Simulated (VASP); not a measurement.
All values below come from PBE GGA, VASP's PBE PAW potentials (set 64) (plane waves; VASP 6.6.1).

A VASP calculation is set up with these files.

### POSCAR
```
Ba
1
   -2.5100000000     2.5100000000     2.5100000000
    2.5100000000    -2.5100000000     2.5100000000
    2.5100000000     2.5100000000    -2.5100000000
Ba
1
Direct
  0.0000000000   0.0000000000   0.0000000000
```

KPOINTS:
```
Automatic mesh
0
Gamma
9 9 9
0 0 0
```

**INCAR**
```
! general
SYSTEM  = Ba
PREC    = Accurate
ENCUT   = 200
LREAL   = .FALSE.
LASPH   = .TRUE.

! electronic loop
EDIFF   = 1E-6
NELM    = 100
ALGO    = Normal
LMAXMIX = 4

! smearing
ISMEAR  = 1
SIGMA   = 0.1

! functional
GGA     = PE

! ions
ISIF    = 2

! output
LWAVE   = .FALSE.
LCHARG  = .FALSE.
```

POTCAR, in this order: Ba_sv (PBE.64 set). Program: vasp_std.

Output of the run:

File OUTCAR:
```
 ion  position               nearest neighbor table
   1  0.000  0.000  0.000-
  LATTYP: Found a body centered cubic cell.
 ALAT       =     5.0200000000
 Subroutine PRICEL returns:
 Original cell was already a primitive cell.
 Subroutine GETGRP returns: Found 48 space group operations
The static configuration has the point symmetry O_h .
The dynamic configuration has the point symmetry O_h .
 Subroutine INISYM returns: Found 48 space group operations
 Subroutine IBZKPT returns following result:
 Found     35 irreducible k-points:

 Following reciprocal coordinates:
            Coordinates               Weight
  0.000000  0.000000  0.000000      1.000000
  0.111111  0.000000  0.000000     12.000000
  0.222222  0.000000  0.000000     12.000000
  0.333333  0.000000  0.000000     12.000000
  0.444444  0.000000  0.000000     12.000000
  0.111111  0.111111  0.000000     24.000000
  0.222222  0.111111  0.000000     48.000000
  0.333333  0.111111  0.000000     48.000000
  0.444444  0.111111  0.000000     24.000000
  0.222222  0.222222  0.000000     24.000000
...
```

File OSZICAR:
```
       N       E                     dE             d eps       ncg     rms          rms(c)
DAV:   1     0.280641628904E+02    0.28064E+02   -0.26412E+03   655   0.430E+02
DAV:   2    -0.100118436989E+01   -0.29065E+02   -0.28873E+02   728   0.109E+02
DAV:   3    -0.189058310891E+01   -0.88940E+00   -0.87552E+00   837   0.193E+01
DAV:   4    -0.190758345540E+01   -0.17000E-01   -0.16998E-01  1001   0.247E+00
DAV:   5    -0.190761216930E+01   -0.28714E-04   -0.28711E-04   882   0.831E-02    0.160E+00
DAV:   6    -0.191078535710E+01   -0.31732E-02   -0.20387E-03   822   0.482E-01    0.960E-01
DAV:   7    -0.191175848615E+01   -0.97313E-03   -0.44171E-03   700   0.650E-01    0.496E-02
DAV:   8    -0.191188915134E+01   -0.13067E-03   -0.22562E-04  1029   0.927E-02    0.160E-02
DAV:   9    -0.191191418160E+01   -0.25030E-04   -0.26423E-05   718   0.322E-02    0.495E-03
DAV:  10    -0.191191598591E+01   -0.18043E-05   -0.17486E-06   832   0.980E-03    0.120E-03
DAV:  11    -0.191191606405E+01   -0.78141E-07   -0.24242E-07   388   0.387E-03
   1 F= -.19119161E+01 E0= -.19113227E+01  d E =-.177996E-02
```

File OUTCAR:
```
------------------------ aborting loop because EDIFF is reached ----------------------------------------
  FORCE on cell =-STRESS in cart. coord.  units (eV):
  Direction    XX          YY          ZZ          XY          YZ          ZX
  --------------------------------------------------------------------------------------
  Total        0.0000516      0.0000516      0.0000516      0.0000000      0.0000000     -0.0000000
  in kB        0.0013063      0.0013063      0.0013063      0.0000000      0.0000000     -0.0000000
  external PRESSURE =       0.0013063 kB  Pullay stress =       0.0000000 kB
  volume of cell :       63.25
      direct lattice vectors                 reciprocal lattice vectors
    -2.510000000  2.510000000  2.510000000     0.000000000  0.199203187  0.199203187
     2.510000000 -2.510000000  2.510000000     0.199203187  0.000000000  0.199203187
     2.510000000  2.510000000 -2.510000000     0.199203187  0.199203187  0.000000000
 POSITION                                       TOTAL-FORCE (eV/Angst)
 -----------------------------------------------------------------------------------
      0.00000      0.00000      0.00000         0.000000     -0.000000     -0.000000
 -----------------------------------------------------------------------------------
    total drift:                                0.000000     -0.000000     -0.000000
  FREE ENERGIE OF THE ION-ELECTRON SYSTEM (eV)
  ---------------------------------------------------
  free  energy   TOTEN  =        -1.9119160640 eV

  energy  without entropy=       -1.9101361058  energy(sigma->0) =       -1.91132274
```
(Selected blocks of OUTCAR.)

At this cut-off the stress carries a Pulay error, which pulls relaxed volumes low.

The compound is Ba in the bcc structure. The cell was not relaxed at this level. The run is one of a series of settings (ENCUT = 200 against the base run), some of them coarse on purpose.
